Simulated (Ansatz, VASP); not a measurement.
**TeAs in two plane-wave programs**

One calculation is typed for both programs; each brings its own data sets. How far apart do they land? The cell is taken from a series of runs on this material, whose earlier steps may have relaxed, scaled, displaced or heated it; both programs get it as it stands.

Method: plane waves, with VASP 6.6.1 beside it; relaxation of cell and atoms at PBEsol and zone-centre phonons at PBEsol, in Ansatz 0.2.0.

## Step 1: The structure

The structure is cubic, space group Fm-3m (No. 225). Conventional cell: a = 5.849 Å, b = 5.849 Å, c = 5.849 Å, α = 90.00°, β = 90.00°, γ = 90.00°. Nearest to Te lie 6 As at 2.92 Å. Nearest to As lie 6 Te at 2.92 Å. Farther neighbours and most contacts between anions are not listed.

Coordinates:

```xyz
2
Lattice="0.0000 2.9243 2.9243 2.9243 0.0000 2.9243 2.9243 2.9243 0.0000" Properties=species:S:1:pos:R:3 pbc="T T T"
Te    2.9243    2.9243    2.9243
As    0.0000    0.0000    0.0000
```

## Step 2: VASP: relaxation of cell and atoms, PBEsol

The relaxed volume is the usual yardstick between codes: in a stiff, nearly cubic crystal its relative difference is about their pressure difference at one cell divided by the bulk modulus.

Lines of VASP's logs that name or quote its potential files are left out, and so is its time.

Contents of INCAR:

```
SYSTEM = TeAs
PREC = Accurate
ENCUT = 500
EDIFF = 1E-07
NELM = 120
ISMEAR = 1
SIGMA = 0.2
LREAL = .FALSE.
ALGO = Normal
GGA = PS
NBANDS = 11
LORBIT = 11
LWAVE = .FALSE.
LCHARG = .FALSE.
ISIF = 3
IBRION = 2
NSW = 80
EDIFFG = -0.005
LASPH = .TRUE.
GGA_COMPAT = .FALSE.
NELMIN = 4
KPAR = 2
```

Contents of POSCAR:

```
TeAs
1.0
    0.0000000000      2.9242850000      2.9242850000
    2.9242850000      0.0000000000      2.9242850000
    2.9242850000      2.9242850000      0.0000000000
Te As
1 1
Direct
    0.5000000000      0.5000000000      0.5000000000
    0.0000000000      0.0000000000      0.0000000000
```

Contents of KPOINTS:

```
Automatic mesh
0
Gamma
12 12 12
0 0 0
```

PAW data sets: Te and As (PBE family, release 64).

The run is started by

```bash
$ mpirun -np 2 vasp_std
```

Numbers of over 12 decimals in the logs are rounded to 6 here.

Log:

```text
[banner, memory and clock lines left out]
running    2 mpi-ranks, on    1 nodes
 distrk:  each k-point on    1 cores,    2 groups
 distr:  one band on    1 cores,    1 groups

 POSCAR found type information on POSCAR TeAs
 POSCAR found :  2 types and       2 ions
|                                                                             |
|               ----> ADVICE to this user running VASP <----                  |
|                                                                             |
|     You enforced a specific xc type in the INCAR file but a different       |
|     [... a line on the potential file left out ...]
|     I HOPE YOU KNOW WHAT YOU ARE DOING!                                     |
|                                                                             |

 LDA part: xc-table for (Slater+PW92), standard interpolation
 POSCAR, INCAR and KPOINTS ok, starting setup
 FFT: planning ... GRIDC
 FFT: planning ... GRID_SOFT
 FFT: planning ... GRID
 WAVECAR not read
 entering main loop
       N       E                     dE             d eps       ncg     rms          rms(c)
DAV:   1     0.280987960853E+02    0.28099E+02   -0.41132E+03  1584   0.760E+02
DAV:   2    -0.694250741924E+01   -0.35041E+02   -0.33173E+02  2283   0.116E+02
DAV:   3    -0.850780896270E+01   -0.15653E+01   -0.15465E+01  1953   0.244E+01
DAV:   4    -0.852288989427E+01   -0.15081E-01   -0.15078E-01  1802   0.290E+00
DAV:   5    -0.852310424440E+01   -0.21435E-03   -0.21435E-03  1904   0.368E-01    0.862E+00
DAV:   6    -0.850043503994E+01    0.22669E-01   -0.87221E-02  1716   0.116E+00    0.520E+00
DAV:   7    -0.850009277867E+01    0.34226E-03   -0.22514E-02  1800   0.740E-01    0.994E-01
DAV:   8    -0.849953235469E+01    0.56042E-03   -0.48913E-03  1722   0.341E-01    0.189E-01
DAV:   9    -0.849954748994E+01   -0.15135E-04   -0.32932E-04  1857   0.130E-01    0.465E-02
DAV:  10    -0.849954687062E+01    0.61932E-06   -0.77451E-06  1832   0.204E-02    0.150E-02
DAV:  11    -0.849954663659E+01    0.23403E-06   -0.49063E-06  1755   0.101E-02    0.114E-02
DAV:  12    -0.849954678405E+01   -0.14746E-06   -0.94090E-07  1728   0.544E-03    0.296E-03
DAV:  13    -0.849954677858E+01    0.54662E-08   -0.82049E-08  1032   0.175E-03
   1 F= -.84995468E+01 E0= -.84994870E+01  d E =-.849955E+01
 curvature:   0.00 expect dE= 0.000E+00 dE for cont linesearch  0.000E+00
 trial: gam= 0.00000 g(F)=  0.509E-63 g(S)=  0.400E-04 ort = 0.000E+00 (trialstep = 0.100E+01)
 search vector abs. value=  0.400E-04
 bond charge predicted
       N       E                     dE             d eps       ncg     rms          rms(c)
DAV:   1    -0.849961032739E+01   -0.63543E-04   -0.14434E-03  1620   0.190E-01    0.395E-02
DAV:   2    -0.849957052431E+01    0.39803E-04   -0.47891E-05  1686   0.427E-02    0.217E-02
DAV:   3    -0.849955289891E+01    0.17625E-04   -0.28231E-05  1662   0.265E-02    0.197E-02
DAV:   4    -0.849955212503E+01    0.77388E-06   -0.12617E-06  1826   0.645E-03    0.213E-02
DAV:   5    -0.849955218716E+01   -0.62125E-07   -0.85608E-08   966   0.178E-03
   2 F= -.84995522E+01 E0= -.84995008E+01  d E =-.540857E-05
 trial-energy change:   -0.000005  1 .order   -0.000007   -0.000040    0.000026
 step:   0.5703(harm=  0.6070)  dis= 0.00000  next Energy=    -8.499558 (dE=-0.111E-04)
 bond charge predicted
       N       E                     dE             d eps       ncg     rms          rms(c)
DAV:   1    -0.849956773311E+01   -0.15608E-04   -0.26708E-04  1614   0.819E-02    0.167E-02
DAV:   2    -0.849956070842E+01    0.70247E-05   -0.88848E-06  1671   0.184E-02    0.937E-03
DAV:   3    -0.849955802499E+01    0.26834E-05   -0.53149E-06  1647   0.115E-02    0.843E-03
DAV:   4    -0.849955798076E+01    0.44236E-07   -0.20589E-07  1490   0.270E-03
   3 F= -.84995580E+01 E0= -.84995030E+01  d E =-.112022E-04
 curvature:  -0.30 expect dE=-0.875E-08 dE for cont linesearch -0.875E-08
 trial: gam=-0.02624 g(F)=  0.221E-62 g(S)=  0.291E-07 ort = 0.108E-05 (trialstep = 0.914E+00)
 search vector abs. value=  0.121E-09
 reached required accuracy - stopping structural energy minimisation
```

Parts of OUTCAR (step 2):

```text
ion  position               nearest neighbor table
   1  0.500  0.500  0.500-   2 2.92   2 2.92   2 2.92   2 2.92   2 2.92   2 2.92
   2  0.000  0.000  0.000-   1 2.92   1 2.92   1 2.92   1 2.92   1 2.92   1 2.92

  LATTYP: Found a face centered cubic cell.
 ALAT       =     5.8485700000

 Subroutine GETGRP returns: Found 48 space group operations
 (whereof 48 operations were pure point group operations)

The static configuration has the point symmetry O_h .

 Found     72 irreducible k-points:

   k-points           NKPTS =     72   k-points in BZ     NKDIM =     72   number of bands    NBANDS=     11

   dimension x,y,z NGX =    30 NGY =   30 NGZ =   30
   dimension x,y,z NGXF=    60 NGYF=   60 NGZF=   60

   ENCUT  =  500.0 eV  36.75 Ry    6.06 a.u.   7.54  7.54  7.54*2*pi/ulx,y,z

   NELECT =      11.0000    total number of electrons

 k-points in reciprocal lattice and weights: Automatic mesh
   0.00000000  0.00000000  0.00000000       0.001
   0.08333333  0.00000000  0.00000000       0.005
   0.16666667  0.00000000  0.00000000       0.005
   0.25000000  0.00000000  0.00000000       0.005
   0.33333333  0.00000000  0.00000000       0.005
   0.41666667  0.00000000  0.00000000       0.005
   0.50000000  0.00000000  0.00000000       0.002
   0.08333333  0.08333333  0.00000000       0.003
   0.16666667  0.08333333  0.00000000       0.014
[...]
-0.33333333  0.50000000  0.16666667       0.007
  -0.25000000  0.50000000  0.25000000       0.003

 average (electrostatic) potential at core
       1 -88.1918       2 -48.1618

 E-fermi :   6.7848

 k-point     1 :       0.0000    0.0000    0.0000
  band No.  band energies     occupation
      1      -7.7600      2.00000
      2      -0.0072      2.00000
      3       4.1343      2.00000
      4       4.1343      2.00000
      5       4.1343      2.00000
      6       9.2337     -0.00000
      7       9.2337     -0.00000
      8       9.2337     -0.00000
      9      11.6312      0.00000
     10      11.6312      0.00000
    ...

 k-point     2 :       0.0833    0.0000    0.0000
  band No.  band energies     occupation
      1      -7.6803      2.00000
      2      -0.3050      2.00000
      3       4.1496      2.00000
      4       4.1496      2.00000
      5       4.2830      2.00000
      6       8.8893     -0.00000
      7       8.8893     -0.00000
      8       8.9677     -0.00000
      9      11.5619      0.00000
     10      11.7911      0.00000
    ...

 k-point     3 :       0.1667    0.0000    0.0000
  band No.  band energies     occupation
      1      -7.4421      2.00000
      2      -1.0502      2.00000
      3       4.2036      2.00000
      4       4.2036      2.00000
      5       4.5967      2.00000
      6       8.1341     -0.00000
      7       8.1341     -0.00000
      8       8.3534     -0.00000
      9      11.6200      0.00000
     10      12.2611      0.00000
    ...

  Total        0.0006340      0.0006340      0.0006340      0.0000000     -0.0000000      0.0000000
  in kB        0.0202899      0.0202899      0.0202899      0.0000000     -0.0000000      0.0000000
  external PRESSURE =       0.0202899 kB  Pullay stress =       0.0000000 kB

  energy-cutoff  :      500.00
  volume of cell :       50.06
      direct lattice vectors                 reciprocal lattice vectors
     0.000000000  2.925230898  2.925230898    -0.170926678  0.170926678  0.170926678
     2.925230898  0.000000000  2.925230898     0.170926678 -0.170926678  0.170926678
     2.925230898  2.925230898  0.000000000     0.170926678  0.170926678 -0.170926678

 POSITION                                       TOTAL-FORCE (eV/Angst)
 -----------------------------------------------------------------------------------
      2.92523      2.92523      2.92523        -0.000000     -0.000000     -0.000000
      0.00000      0.00000      0.00000         0.000000      0.000000      0.000000
 -----------------------------------------------------------------------------------
    total drift:                               -0.000000     -0.000000      0.000000

  FREE ENERGIE OF THE ION-ELECTRON SYSTEM (eV)
  ---------------------------------------------------
  free  energy   TOTEN  =        -8.4995579808 eV

  energy  without entropy=       -8.4993930459  energy(sigma->0) =       -8.49950300

 reached required accuracy - stopping structural energy minimisation

 total charge
# of ion       s       p       d       tot
------------------------------------------
    1        1.427   1.798   0.064   3.290
    2        1.335   1.274   0.042   2.652
--------------------------------------------------
tot          2.761   3.073   0.107   5.941

[... 3 further parts left out ...]
```

The run keeps the 48 symmetry operations of its start, so it cannot find a distortion of lower symmetry.

## Step 3: Ansatz: relaxation of cell and atoms, PBEsol

Ansatz runs on its PAW soft_1 files.

The same cell, functional, mesh and smearing now go to Ansatz, which takes its cutoff from its data sets.

Contents of input.yaml:

```yaml
crystal:
  lattice:
    - [0.0, 2.9242850794, 2.9242850794]
    - [2.9242850794, 0.0, 2.9242850794]
    - [2.9242850794, 2.9242850794, 0.0]
  atoms:
    - { symbol: Te, position: [0.5, 0.5, 0.5] }
    - { symbol: As, position: [0.0, 0.0, 0.0] }
kpoints:
  mp_grid: { grid: [12, 12, 12] }
hamiltonian:
  xc: pbesol
  pseudopotentials: { kind: paw, azcp: { folder: soft_1 }, xc_functional: pbe }
scf:
  occupations: { method: methfessel_paxton, width: 0.2 }
output:
  forces: true
  stress: true
  eigenvalues: true
relax:
  adjacent_minimum: "off"
  f_tol: 0.001
  max_steps: 60
  cell: { stress_tol: 0.01 }
```

The run is started by

```bash
$ ansatz run input.yaml --threads 4 --pin off --max-ram 10240MiB --backend cpu --events-out ev --progress --plain --runs-dir out
```

Log:

```text
Engine: ansatz 0.2.0, aarch64-unknown-linux-gnu
Pseudopotentials: kind: paw
Pseudopotential: Te, paw, valence charge 16, recommended cutoff 420 eV (normal), soft_1/Te.paw.azcp
Pseudopotential: As, paw, valence charge 15, recommended cutoff 420 eV (normal), soft_1/As.paw.azcp
Functional definition: PBEsol
  exchange = pbesol_x
  correlation = pbesol_c
Crystal: 2 atoms, lattice volume = 50.014 Å³
Basis set: ecut = 420 eV, 941 PW (Γ), exchange–correlation on 60×60×60 points (8 copies of the dense FFT grid, shifted against one another)
Bands: 20, of which v1, the nominal top of the filled ones, is band 16 counted from 1 (15 counted from 0)
Symmetry: 48 space group operations
Space group: Fm-3m (ITA 225), of the structure as read, at distance tolerance 3.7e-5 Å
k-points: 72 of 1728
Non-local potential: Te, projectors of the file, l = 0: 2, l = 1: 2, l = 2: 2, l = 3: 1
Non-local potential: As, projectors of the file, l = 0: 2, l = 1: 2, l = 2: 3, l = 3: 1
PAW form: soft (Blöchl's): semilocal exchange-correlation on the pseudo side does not see the compensation charge
PAW frozen core: Te, regenerated for the run's functional, and the local potential with it (the file was generated under x = pbe(κ = 0.804, μ = 0.219515), c = pbe(β = 0.066725))
PAW frozen core: As, regenerated for the run's functional, and the local potential with it (the file was generated under x = pbe(κ = 0.804, μ = 0.219515), c = pbe(β = 0.066725))
PAW one-centre angular grid: Te, 590 points (default); XC on 64 Gauss nodes
PAW one-centre angular grid: As, 590 points (default); XC on 64 Gauss nodes
Initial density: superposition of atomic densities (chi_scale 0.1, normalization cell, long waves kept (reshape's long-wave potential 0.00 eV rms))
Initial wavefunctions: pseudopotential atomic-orbital guess
Functional: x = pbesol(κ = 0.804, μ = 0.123457), c = pbesol(β = 0.046)
SCF iter   1: F=—  HF=-11714.494492 eV  |F-HF|=—  |Δ(HF+E_count)|=         —  Δρ=1.29e-2  dr2=6.68e-2  ethr=3.10e-3  ⟨swp⟩=6.7  Hψ=7507  notcnv=0
preconditioner: auto → Kerker (q_TF=auto, 2.519 Å⁻¹)  [metal: Δε(μ)=0.069 eV  Ē_g=10.261 eV  σ=0.200 eV  W_gap=0.29  n_scr=14 (ndim 8)  ℏωp=17.4 eV  f_vac=0.000  D(μ)=1.00/eV (n_scr^D=8)]
SCF iter   2: F=—  HF=-11714.489619 eV  |F-HF|=—  |Δ(HF+E_count)|=   4.87e-3  S|Δr|=    0.00e0  Δρ=8.40e-3  dr2=2.88e-2  ethr=2.15e-4  ⟨swp⟩=1.0  Hψ=2017  notcnv=0
SCF iter   3: F=—  HF=-11714.487170 eV  |F-HF|=—  |Δ(HF+E_count)|=   2.45e-3  S|Δr|=    0.00e0  Δρ=1.14e-3  dr2=8.45e-4  ethr=9.29e-5  ⟨swp⟩=2.4  Hψ=2530  notcnv=0  defer=1
SCF iter   4: F=—  HF=-11714.487072 eV  |F-HF|=—  |Δ(HF+E_count)|=   9.77e-5  S|Δr|=    0.00e0  Δρ=4.65e-4  dr2=1.44e-4  ethr=2.73e-6  ⟨swp⟩=2.0  Hψ=2531  notcnv=0
SCF iter   5: F=—  HF=-11714.487091 eV  |F-HF|=—  |Δ(HF+E_count)|=   1.88e-5  S|Δr|=    0.00e0  Δρ=2.12e-4  dr2=2.78e-5  ethr=4.63e-7  ⟨swp⟩=2.0  Hψ=2429  notcnv=0
SCF iter   6: F=—  HF=-11714.487092 eV  |F-HF|=—  |Δ(HF+E_count)|=   1.35e-6  S|Δr|=    0.00e0  Δρ=4.30e-5  dr2=7.89e-7  ethr=8.98e-8  ⟨swp⟩=2.0  Hψ=2522  notcnv=0
SCF iter   7: F=—  HF=-11714.487092 eV  |F-HF|=—  |Δ(HF+E_count)|=   2.61e-7  S|Δr|=    0.00e0  Δρ=9.13e-6  dr2=5.18e-8  ethr=3.23e-10  ⟨swp⟩=8.5  Hψ=8022  notcnv=0
SCF iter   8: F=-11714.487092 eV  HF=-11714.487092 eV  |F-HF|=7.64e-11  |Δ(HF+E_count)|=   1.45e-7  S|Δr|=    0.00e0  Δρ=3.30e-6  dr2=3.02e-9  ethr=1.67e-10  ⟨swp⟩=5.8  Hψ=6081  notcnv=0
SCF 1 converged in 8 iterations: F = -11714.487092 eV  dr2 = 3.02e-9
  greatest PAW one-centre occupation: 0.999 electrons in one spin orbital (limit 2), on the As atom at site 1 (counted from 0), in its partial waves of l = 2
relax step   1: F+E_penalty+E_count = -11714.48709209 eV  Δ(F+E_penalty+E_count) = +0.000e0 eV  max|allowed force component| = 4.602e-29 eV/Å  Δτ_max = 0.0000 Å  P = -0.034 GPa  Ω = 50.014 Å³  (8 SCF iters, dr2 threshold 1.00e-7 eV, accepted)
[...]
relax step   2: F+E_penalty+E_count = -11714.48710142 eV  Δ(F+E_penalty+E_count) = -9.324e-6 eV  max|allowed force component| = 1.075e-29 eV/Å  Δτ_max = 0.0000 Å  P = +0.032 GPa  Ω = 49.968 Å³  energy of the carried Pulay correction = +9.038e-6 eV  (5 SCF iters, dr2 threshold 2.86e-9 eV, accepted)
[...]
relax step   3: F+E_penalty+E_count = -11714.48709924 eV  Δ(F+E_penalty+E_count) = +2.182e-6 eV  max|allowed force component| = 7.457e-30 eV/Å  Δτ_max = 0.0000 Å  P = -0.000 GPa  Ω = 49.990 Å³  energy of the carried Pulay correction = +4.649e-6 eV  (4 SCF iters, dr2 threshold 2.55e-9 eV, accepted)
[...]
relax step   4: F+E_penalty+E_count = -11714.48709645 eV  Δ(F+E_penalty+E_count) = +2.782e-6 eV  max|allowed force component| = 1.606e-29 eV/Å  Δτ_max = 0.0000 Å  P = -0.000 GPa  Ω = 49.990 Å³  stress off target by 1.07e-4 GPa  SCF on the basis re-selected at this cell (its energy is not comparable with the rows above)  (8 SCF iters)
basis re-selected at this cell: Δ(F+E_penalty+E_count) = +2.782e-6 eV, ΔP = -0.000 GPa vs the last step (what re-selecting the basis moved, of the pressure what is left beyond the Pulay correction that the steps carried, after the strain that the cell walked since its last selection, with what the two solves' SCF thresholds leave and, on support functions, any second-order correction that the steps lacked; it is no m [...]
SCF converged after 8 iterations
Stability not checked: this state was not tested for a lower state beside it, because cold or Methfessel-Paxton smearing, or corrected tetrahedra, fill the levels in a way that the test cannot read (fill_not_monotonic; see scf.lower_state_search)
Free energy (F): -11714.487096 eV
Harris-Foulkes:  -11714.487096 eV  (|F-HF|=0.00e0)
Internal energy: -11714.486939 eV  (E = F + TS)
E sigma→0 (E₀):  -11714.487057 eV
Entropy (-TS):   -0.000157 eV (-0.079 meV/atom)
Fermi energy:    10.751975 eV
--- Per-component energies (eV) ---
  E_band       = -468.814214
  E_kinetic    = 269.037430
  E_local      = -3361.447043  (includes V_loc(G=0)·N_el)
  E_nonlocal   = -324.781888
  E_hartree    = 1815.072444
  E_xc         = -191.964163
  E_vxc        = -176.118750  (∫ρ·V_xc dr)
  E_paw        = -6562.461096  (= ΣΔE_a)
  E_vpaw       = -505.648931  (= ΣTr[D̂ρ^β])
  E_aug_tail   = 0.000078  (compensation charges beyond the density's cutoff)
  E_ewald      = -3359.283941
  E_core_change = 1.341241  (= ΣΔE_core)
  E_smearing   = -0.000157  (= −TS)
  E_closure    = -0.000000  (closes the sum)
  Σ components = -11714.487096   (vs F -11714.487096, Δ=0.00e0)
--- Forces (eV/Å), atoms counted from 1 ---
  atom   1  Te     0.00000000    -0.00000000    -0.00000000
  atom   2  As    -0.00000000     0.00000000     0.00000000
  max |Σ_I F_I| component: 3.20e-29 eV/Å
--- Stress (GPa, compression-positive) ---
       -0.000107       0.000000       0.000000
       -0.000000      -0.000107       0.000000
       -0.000000       0.000000      -0.000107
  P = ⅓ Tr σ = -0.0001 GPa (-0.001 kbar)
--- Band table (eV; the first three rows and the last of 72) ---
  k-point 0: bands = [... 12 lower, 8.1000, 8.1000, 8.1000, 13.2010, 13.2010, 13.2010, 15.6423, 15.6423]
  k-point 1: bands = [... 12 lower, 8.1153, 8.1153, 8.2485, 12.8579, 12.8579, 12.9352, 15.5661, 15.8040]
  k-point 2: bands = [... 12 lower, 8.1694, 8.1694, 8.5620, 12.1031, 12.1031, 12.3211, 15.6163, 16.2793]
  k-point 71: bands = [... 12 lower, 4.8468, 4.8468, 9.6466, 10.1578, 15.7586, 15.7586, 16.1302, 16.1302]
--- Relaxed structure (3 steps of the walk, 3 accepted, 1 SCFs on fresh bases) ---
  F+E_penalty+E_count = -11714.48709645 eV   max|allowed force component| = 1.606e-29 eV/Å   (the final SCF, on the basis selected at the relaxed cell)
  cell:  # Å, volume = 49.9902 Å³
    - [0, 2.923827, 2.923827]
    - [2.923827, 0, 2.923827]
    - [2.923827, 2.923827, 0]
  atoms:
    - { symbol: Te, position: [0.5, 0.5, 0.5] }
    - { symbol: As, position: [0, 0, 0] }
```

The column dr2 measures how far the density is from self-consistency, as an energy; F and HF (Harris–Foulkes) agree once it is small.

## Step 4: Comparison

Known differences besides the potentials themselves: the data sets hold 31 valence electrons in Ansatz (on its PAW soft_1 files) and 11 in VASP; the cutoff is 420 eV in Ansatz and 500 eV in VASP; Ansatz makes its cores anew for this functional, VASP keeps those of its PBE data sets; Ansatz adds a Pulay correction to the stress that steers its cell, VASP none. Total energies have different zeros and are not compared.

Compared:

| quantity | Ansatz | VASP | difference |
| --- | --- | --- | --- |
| volume (Å³) | 49.99 | 50.06 | -0.14 % |
| edge a after relaxation, in the typed setting (Å) | 4.135 | 4.137 | -0.05 % |

[end of part 1 of 2]

[Lines on the potential files, build, host, timing and source positions are cut from VASP's logs without a mark.]

[Logs are printed without paths, hosts, clocks, repeated set-up lines and the standing remarks that a program may print on its own settings, such as how far it seeks lower states.]

[Hosts, paths, dates, database ids (printed as entryN), source tags and the programs' standing remarks are cut or masked in the printed files.]
